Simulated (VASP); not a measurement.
These are PBEsol GGA, VASP's PBE PAW potentials (set 64) (plane waves; VASP) values and carry that method's errors.

VASP input:

### QPOINTS
```
k-points along high-symmetry lines
13
Line-mode
Cartesian
  0.000000   0.000000   0.000000 ! GAMMA
  0.000000   0.193119   0.000000 ! X

  0.000000   0.193119   0.000000 ! X
  0.048280   0.193119   0.048280 ! U

  0.144840   0.144840   0.000000 ! K
  0.000000   0.000000   0.000000 ! GAMMA

  0.000000   0.000000   0.000000 ! GAMMA
  0.096560   0.096560   0.096560 ! L

  0.096560   0.096560   0.096560 ! L
  0.096560   0.193119   0.000000 ! W

  0.096560   0.193119   0.000000 ! W
  0.000000   0.193119   0.000000 ! X
```

**POSCAR**
```
MgS
1
    0.0000000000     7.7672144259     7.7672144259
    7.7672144259     0.0000000000     7.7672144259
    7.7672144259     7.7672144259     0.0000000000
Mg S
27 27
Direct
  0.0000000000   0.0000000000   0.0000000000
  0.0000000000   0.0000000000   0.3333333333
  0.0000000000   0.0000000000   0.6666666667
  0.0000000000   0.3333333333   0.0000000000
  0.0000000000   0.3333333333   0.3333333333
  0.0000000000   0.3333333333   0.6666666667
  0.0000000000   0.6666666667   0.0000000000
  0.0000000000   0.6666666667   0.3333333333
  0.0000000000   0.6666666667   0.6666666667
  0.3333333333   0.0000000000   0.0000000000
  0.3333333333   0.0000000000   0.3333333333
  0.3333333333   0.0000000000   0.6666666667
  0.3333333333   0.3333333333   0.0000000000
  0.3333333333   0.3333333333   0.3333333333
  0.3333333333   0.3333333333   0.6666666667
  0.3333333333   0.6666666667   0.0000000000
  0.3333333333   0.6666666667   0.3333333333
  0.3333333333   0.6666666667   0.6666666667
  0.6666666667   0.0000000000   0.0000000000
  0.6666666667   0.0000000000   0.3333333333
  0.6666666667   0.0000000000   0.6666666667
  0.6666666667   0.3333333333   0.0000000000
  0.6666666667   0.3333333333   0.3333333333
  0.6666666667   0.3333333333   0.6666666667
  0.6666666667   0.6666666667   0.0000000000
  0.6666666667   0.6666666667   0.3333333333
  0.6666666667   0.6666666667   0.6666666667
  0.1666666667   0.1666666667   0.1666666667
  0.1666666667   0.1666666667   0.5000000000
  0.1666666667   0.1666666667   0.8333333333
  0.1666666667   0.5000000000   0.1666666667
  0.1666666667   0.5000000000   0.5000000000
  0.1666666667   0.5000000000   0.8333333333
  0.1666666667   0.8333333333   0.1666666667
  0.1666666667   0.8333333333   0.5000000000
  0.1666666667   0.8333333333   0.8333333333
  0.5000000000   0.1666666667   0.1666666667
  0.5000000000   0.1666666667   0.5000000000
  0.5000000000   0.1666666667   0.8333333333
  0.5000000000   0.5000000000   0.1666666667
  0.5000000000   0.5000000000   0.5000000000
  0.5000000000   0.5000000000   0.8333333333
  0.5000000000   0.8333333333   0.1666666667
  0.5000000000   0.8333333333   0.5000000000
  0.5000000000   0.8333333333   0.8333333333
  0.8333333333   0.1666666667   0.1666666667
  0.8333333333   0.1666666667   0.5000000000
  0.8333333333   0.1666666667   0.8333333333
  0.8333333333   0.5000000000   0.1666666667
  0.8333333333   0.5000000000   0.5000000000
  0.8333333333   0.5000000000   0.8333333333
  0.8333333333   0.8333333333   0.1666666667
  0.8333333333   0.8333333333   0.5000000000
  0.8333333333   0.8333333333   0.8333333333
```

INCAR:
```
SYSTEM = MgS
PREC = Accurate; ENCUT = 400; LREAL = .FALSE.
LASPH = .TRUE.
EDIFF = 1E-7; NELM = 100; ALGO = Normal
ISMEAR = 0; SIGMA = 0.05
GGA = PS
IBRION = 6; NSW = 1; ISIF = 2
POTIM = 0.015; NFREE = 2
LWAVE = .FALSE.; LCHARG = .FALSE.
LPHON_DISPERSION = .TRUE.
```

### KPOINTS
```
Automatic mesh
0
Gamma
 3 3 3
0 0 0
```

POTCAR, in this order: Mg S (PBE.64 set). Program: vasp_std.

Output of the run:

OUTCAR:
```
 ion  position               nearest neighbor table
   1  0.000  0.000  0.000-  30 2.59  34 2.59  36 2.59  46 2.59  48 2.59  52 2.59
   2  0.000  0.000  0.333-  34 2.59  46 2.59  35 2.59  28 2.59  47 2.59  53 2.59
   3  0.000  0.000  0.667-  36 2.59  48 2.59  29 2.59  47 2.59  35 2.59  54 2.59
   4  0.000  0.333  0.000-  30 2.59  46 2.59  33 2.59  28 2.59  49 2.59  51 2.59
   5  0.000  0.333  0.333-  28 2.59  47 2.59  49 2.59  29 2.59  31 2.59  50 2.59
   6  0.000  0.333  0.667-  29 2.59  30 2.59  48 2.59  51 2.59  50 2.59  32 2.59
   7  0.000  0.667  0.000-  36 2.59  52 2.59  31 2.59  49 2.59  33 2.59  54 2.59
   8  0.000  0.667  0.333-  31 2.59  34 2.59  52 2.59  53 2.59  32 2.59  50 2.59
   9  0.000  0.667  0.667-  54 2.59  35 2.59  33 2.59  51 2.59  53 2.59  32 2.59
  10  0.333  0.000  0.000-  30 2.59  34 2.59  28 2.59  39 2.59  43 2.59  45 2.59
  11  0.333  0.000  0.333-  28 2.59  35 2.59  43 2.59  37 2.59  29 2.59  44 2.59
  12  0.333  0.000  0.667-  29 2.59  30 2.59  36 2.59  45 2.59  44 2.59  38 2.59
  13  0.333  0.333  0.000-  28 2.59  33 2.59  39 2.59  37 2.59  31 2.59  42 2.59
  14  0.333  0.333  0.333-  29 2.59  31 2.59  37 2.59  32 2.59  38 2.59  40 2.59
  15  0.333  0.333  0.667-  30 2.59  32 2.59  33 2.59  38 2.59  39 2.59  41 2.59
  16  0.333  0.667  0.000-  31 2.59  34 2.59  36 2.59  45 2.59  42 2.59  40 2.59
  17  0.333  0.667  0.333-  34 2.59  32 2.59  35 2.59  40 2.59  43 2.59  41 2.59
  18  0.333  0.667  0.667-  36 2.59  35 2.59  33 2.59  42 2.59  44 2.59  41 2.59
  19  0.667  0.000  0.000-  48 2.59  52 2.59  43 2.59  37 2.59  39 2.59  54 2.59
  20  0.667  0.000  0.333-  37 2.59  46 2.59  52 2.59  53 2.59  44 2.59  38 2.59
  21  0.667  0.000  0.667-  54 2.59  47 2.59  39 2.59  38 2.59  53 2.59  45 2.59
  22  0.667  0.333  0.000-  37 2.59  46 2.59  48 2.59  51 2.59  42 2.59  40 2.59
  23  0.667  0.333  0.333-  46 2.59  40 2.59  38 2.59  47 2.59  49 2.59  41 2.59
  24  0.667  0.333  0.667-  48 2.59  42 2.59  47 2.59  39 2.59  50 2.59  41 2.59
  25  0.667  0.667  0.000-  54 2.59  49 2.59  43 2.59  40 2.59  51 2.59  45 2.59
  26  0.667  0.667  0.333-  52 2.59  44 2.59  49 2.59  50 2.59  43 2.59  41 2.59
  27  0.667  0.667  0.667-  45 2.59  51 2.59  53 2.59  50 2.59  44 2.59  42 2.59
  28  0.167  0.167  0.167-   5 2.59  11 2.59  13 2.59  10 2.59   4 2.59   2 2.59
  29  0.167  0.167  0.500-  14 2.59  12 2.59   6 2.59  11 2.59   5 2.59   3 2.59
  30  0.167  0.167  0.833-  15 2.59   6 2.59  10 2.59  12 2.59   4 2.59   1 2.59
  31  0.167  0.500  0.167-  14 2.59   8 2.59  16 2.59  13 2.59   7 2.59   5 2.59
  32  0.167  0.500  0.500-  15 2.59  17 2.59   9 2.59  14 2.59   6 2.59   8 2.59
  33  0.167  0.500  0.833-   9 2.59  13 2.59  15 2.59  18 2.59   4 2.59   7 2.59
  34  0.167  0.833  0.167-  17 2.59   8 2.59  10 2.59  16 2.59   2 2.59   1 2.59
  35  0.167  0.833  0.500-   9 2.59  11 2.59  17 2.59  18 2.59   2 2.59   3 2.59
  36  0.167  0.833  0.833-  18 2.59   7 2.59  12 2.59  16 2.59   3 2.59   1 2.59
  37  0.500  0.167  0.167-  14 2.59  20 2.59  22 2.59  19 2.59  13 2.59  11 2.59
  38  0.500  0.167  0.500-  15 2.59  23 2.59  12 2.59  20 2.59  21 2.59  14 2.59
  39  0.500  0.167  0.833-  13 2.59  15 2.59  21 2.59  24 2.59  10 2.59  19 2.59
...
```

File OSZICAR:
```
       N       E                     dE             d eps       ncg     rms          rms(c)
DAV:   1     0.895563700295E+03    0.89556E+03   -0.74536E+04  1112   0.108E+03
DAV:   2    -0.156447958444E+03   -0.10520E+04   -0.10187E+04  1408   0.195E+02
DAV:   3    -0.252696587499E+03   -0.96249E+02   -0.95737E+02  1256   0.642E+01
DAV:   4    -0.254835721267E+03   -0.21391E+01   -0.21331E+01  1352   0.111E+01
DAV:   5    -0.254884732227E+03   -0.49011E-01   -0.48958E-01  1304   0.170E+00    0.218E+01
DAV:   6    -0.246197251607E+03    0.86875E+01   -0.18816E+01  1224   0.701E+00    0.168E+01
DAV:   7    -0.245082614047E+03    0.11146E+01   -0.54052E+00  1304   0.380E+00    0.905E+00
DAV:   8    -0.245019478860E+03    0.63135E-01   -0.29742E-01  1264   0.119E+00    0.138E+00
DAV:   9    -0.245018612246E+03    0.86661E-03   -0.10548E-02  1320   0.215E-01    0.222E-01
DAV:  10    -0.245018421127E+03    0.19112E-03   -0.11176E-03  1296   0.942E-02    0.584E-02
DAV:  11    -0.245018425679E+03   -0.45529E-05   -0.29013E-05  1416   0.115E-02    0.276E-02
DAV:  12    -0.245018425025E+03    0.65451E-06   -0.99139E-07  1320   0.234E-03    0.900E-03
DAV:  13    -0.245018426249E+03   -0.12239E-05   -0.79230E-07  1264   0.147E-03    0.110E-03
DAV:  14    -0.245018426230E+03    0.19161E-07   -0.11535E-08   816   0.260E-04
   1 F= -.24501843E+03 E0= -.24501843E+03  d E =-.763980E-14
 Found     2 degrees of freedom:
       N       E                     dE             d eps       ncg     rms          rms(c)
DAV:   1    -0.245017867844E+03    0.55840E-03   -0.10030E-02  1760   0.251E-01    0.963E-02
DAV:   2    -0.245017886530E+03   -0.18686E-04   -0.68148E-04  1944   0.570E-02    0.382E-02
DAV:   3    -0.245017879829E+03    0.67008E-05   -0.72788E-05  1992   0.191E-02    0.199E-02
DAV:   4    -0.245017876762E+03    0.30667E-05   -0.88830E-06  1992   0.682E-03    0.121E-02
DAV:   5    -0.245017874231E+03    0.25313E-05   -0.35264E-06  1952   0.571E-03    0.350E-03
DAV:   6    -0.245017873752E+03    0.47942E-06   -0.23890E-06  2104   0.477E-03    0.464E-03
DAV:   7    -0.245017873755E+03   -0.35034E-08   -0.13195E-06  1960   0.246E-03    0.334E-03
DAV:   8    -0.245017873731E+03    0.24580E-07   -0.10645E-07  1240   0.734E-04
   2 F= -.24501787E+03 E0= -.24501787E+03  d E =-.105239E-13
       N       E                     dE             d eps       ncg     rms          rms(c)
DAV:   1    -0.245017867351E+03    0.64044E-05   -0.35585E-02  1696   0.444E-01    0.180E-01
DAV:   2    -0.245017920310E+03   -0.52960E-04   -0.23202E-03  1960   0.109E-01    0.745E-02
DAV:   3    -0.245017895631E+03    0.24679E-04   -0.27963E-04  2008   0.375E-02    0.326E-02
DAV:   4    -0.245017883867E+03    0.11764E-04   -0.33841E-05  1992   0.139E-02    0.210E-02
DAV:   5    -0.245017875240E+03    0.86269E-05   -0.11974E-05  1944   0.115E-02    0.658E-03
DAV:   6    -0.245017873863E+03    0.13777E-05   -0.84183E-06  2192   0.869E-03    0.757E-03
DAV:   7    -0.245017873912E+03   -0.48809E-07   -0.40436E-06  1960   0.422E-03    0.619E-03
DAV:   8    -0.245017873746E+03    0.16526E-06   -0.39349E-07  1848   0.148E-03    0.243E-03
DAV:   9    -0.245017873709E+03    0.36973E-07   -0.27401E-07  1704   0.108E-03
   3 F= -.24501787E+03 E0= -.24501787E+03  d E =-.117257E-13
       N       E                     dE             d eps       ncg     rms          rms(c)
DAV:   1    -0.245016816997E+03    0.10567E-02   -0.26282E-01  1744   0.958E-01    0.258E-01
DAV:   2    -0.245017847761E+03   -0.10308E-02   -0.12200E-02  1888   0.248E-01    0.109E-01
DAV:   3    -0.245017769121E+03    0.78640E-04   -0.22688E-04  2016   0.395E-02    0.750E-02
DAV:   4    -0.245017715372E+03    0.53749E-04   -0.17080E-04  1960   0.286E-02    0.405E-02
DAV:   5    -0.245017715005E+03    0.36687E-06   -0.46324E-05  2000   0.147E-02    0.157E-02
DAV:   6    -0.245017712894E+03    0.21116E-05   -0.40587E-06  1976   0.498E-03    0.103E-02
DAV:   7    -0.245017708678E+03    0.42155E-05   -0.46326E-06  2256   0.706E-03    0.223E-03
DAV:   8    -0.245017707624E+03    0.10543E-05   -0.31568E-06  1992   0.425E-03    0.353E-03
DAV:   9    -0.245017706902E+03    0.72123E-06   -0.87121E-07  1968   0.275E-03    0.128E-03
DAV:  10    -0.245017705814E+03    0.10881E-05   -0.11835E-06  1888   0.425E-03    0.253E-03
DAV:  11    -0.245017705475E+03    0.33972E-06   -0.15095E-06  2064   0.345E-03    0.349E-03
DAV:  12    -0.245017705477E+03   -0.21810E-08   -0.65532E-07  1864   0.173E-03
   4 F= -.24501771E+03 E0= -.24501771E+03  d E =-.124696E-13
       N       E                     dE             d eps       ncg     rms          rms(c)
DAV:   1    -0.245015278734E+03    0.24267E-02   -0.90544E-01  1696   0.171E+00    0.438E-01
DAV:   2    -0.245018050779E+03   -0.27720E-02   -0.34562E-02  1856   0.416E-01    0.183E-01
DAV:   3    -0.245017830265E+03    0.22051E-03   -0.69556E-04  1968   0.659E-02    0.123E-01
DAV:   4    -0.245017696045E+03    0.13422E-03   -0.60701E-04  1976   0.522E-02    0.626E-02
DAV:   5    -0.245017708508E+03   -0.12463E-04   -0.14188E-04  1952   0.250E-02    0.268E-02
DAV:   6    -0.245017707401E+03    0.11073E-05   -0.28162E-06  1952   0.377E-03    0.216E-02
DAV:   7    -0.245017705498E+03    0.19025E-05   -0.59113E-06  1952   0.488E-03    0.468E-03
DAV:   8    -0.245017705454E+03    0.44147E-07   -0.68844E-07  1968   0.226E-03
   5 F= -.24501771E+03 E0= -.24501771E+03  d E =-.127757E-13
```

OUTCAR:
```
------------------------ aborting loop because EDIFF is reached ----------------------------------------
  FORCE on cell =-STRESS in cart. coord.  units (eV):
  Direction    XX          YY          ZZ          XY          YZ          ZX
  --------------------------------------------------------------------------------------
  Total       -0.0074770     -0.0131832     -0.0131832     -0.0000000      0.0000000      0.0000000
  in kB       -0.0127823     -0.0225375     -0.0225375     -0.0000000      0.0000000      0.0000000
  external PRESSURE =      -0.0192858 kB  Pullay stress =       0.0000000 kB
  volume of cell :      937.19
      direct lattice vectors                 reciprocal lattice vectors
     0.000000000  7.767214426  7.767214426    -0.064373142  0.064373142  0.064373142
     7.767214426  0.000000000  7.767214426     0.064373142 -0.064373142  0.064373142
     7.767214426  7.767214426  0.000000000     0.064373142  0.064373142 -0.064373142
 POSITION                                       TOTAL-FORCE (eV/Angst)
 -----------------------------------------------------------------------------------
      0.00000      0.00000      0.00000        -0.000044      0.001593      0.001593
      2.58907      2.58907      0.00000        -0.003994     -0.000000      0.000074
      5.17814      5.17814      0.00000        -0.000036      0.001595     -0.001595
      2.58907      0.00000      2.58907        -0.003994      0.000074     -0.000000
      5.17814      2.58907      2.58907        -0.020028     -0.000000     -0.000000
      7.76721      5.17814      2.58907         0.001420      0.002434     -0.000000
      5.17814      0.00000      5.17814        -0.000036     -0.001595      0.001595
      7.76721      2.58907      5.17814         0.001420     -0.000000      0.002434
     10.35629      5.17814      5.17814         0.000194     -0.000004     -0.000004
      0.00000      2.58907      2.58907        -0.022669     -0.000000     -0.000000
      2.58907      5.17814      2.58907        -0.003994     -0.000074     -0.000000
      5.17814      7.76721      2.58907         0.001421      0.002431     -0.000000
      2.58907      2.58907      5.17814        -0.003994      0.000000     -0.000074
      5.17814      5.17814      5.17814        -0.000036      0.001595      0.001595
      7.76721      7.76721      5.17814        -0.000044      0.001593     -0.001593
      5.17814      2.58907      7.76721         0.001421     -0.000000      0.002431
      7.76721      5.17814      7.76721        -0.000044     -0.001593      0.001593
     10.35629      7.76721      7.76721         0.000194      0.000004      0.000004
      0.00000      5.17814      5.17814        -0.000044     -0.001593     -0.001593
      2.58907      7.76721      5.17814         0.000194      0.000004     -0.000004
      5.17814     10.35629      5.17814         0.001421      0.000000     -0.002431
      2.58907      5.17814      7.76721         0.000194     -0.000004      0.000004
      5.17814      7.76721      7.76721        -0.000036     -0.001595     -0.001595
      7.76721     10.35629      7.76721         0.001420     -0.000000     -0.002434
      5.17814      5.17814     10.35629         0.001421     -0.002431      0.000000
      7.76721      7.76721     10.35629         0.001420     -0.002434     -0.000000
     10.35629     10.35629     10.35629         0.001342     -0.000000     -0.000000
      2.57407      2.58907      2.58907         0.096160     -0.000000     -0.000000
      5.17814      5.17814      2.58907        -0.006531     -0.009677     -0.000000
      7.76721      7.76721      2.58907        -0.006553     -0.009767     -0.000000
      5.17814      2.58907      5.17814        -0.006531     -0.000000     -0.009677
      7.76721      5.17814      5.17814        -0.000451     -0.000219     -0.000219
     10.35629      7.76721      5.17814         0.001573      0.000009     -0.000009
      7.76721      2.58907      7.76721        -0.006553     -0.000000     -0.009767
     10.35629      5.17814      7.76721         0.001573     -0.000009      0.000009
     12.94536      7.76721      7.76721        -0.000453     -0.000221     -0.000221
      2.58907      5.17814      5.17814         0.001573     -0.000009     -0.000009
      5.17814      7.76721      5.17814        -0.000453     -0.000221      0.000221
      7.76721     10.35629      5.17814        -0.006553     -0.000000      0.009767
      5.17814      5.17814      7.76721        -0.000453      0.000221     -0.000221
      7.76721      7.76721      7.76721        -0.000451      0.000219      0.000219
     10.35629     10.35629      7.76721         0.000434     -0.000000     -0.000002
      7.76721      5.17814     10.35629        -0.006553      0.009767     -0.000000
     10.35629      7.76721     10.35629         0.000434     -0.000002     -0.000000
     12.94536     10.35629     10.35629        -0.001360     -0.000000     -0.000000
      2.58907      7.76721      7.76721         0.001573      0.000009      0.000009
      5.17814     10.35629      7.76721        -0.006531     -0.000000      0.009677
      7.76721     12.94536      7.76721        -0.000451     -0.000219      0.000219
      5.17814      7.76721     10.35629        -0.006531      0.009677     -0.000000
      7.76721     10.35629     10.35629        -0.001360     -0.000000     -0.000000
     10.35629     12.94536     10.35629         0.000434      0.000002     -0.000000
      7.76721      7.76721     12.94536        -0.000451      0.000219     -0.000219
     10.35629     10.35629     12.94536         0.000434     -0.000000      0.000002
     12.94536     12.94536     12.94536        -0.000453      0.000221      0.000221
 -----------------------------------------------------------------------------------
    total drift:                                0.000027      0.000000     -0.000000
  FREE ENERGIE OF THE ION-ELECTRON SYSTEM (eV)
  ---------------------------------------------------
  free  energy   TOTEN  =      -245.0177054540 eV

  energy  without entropy=     -245.0177054540  energy(sigma->0) =     -245.01770545
```
(Selected blocks of OUTCAR.)

The cell is a supercell, built from MgS (rock salt).
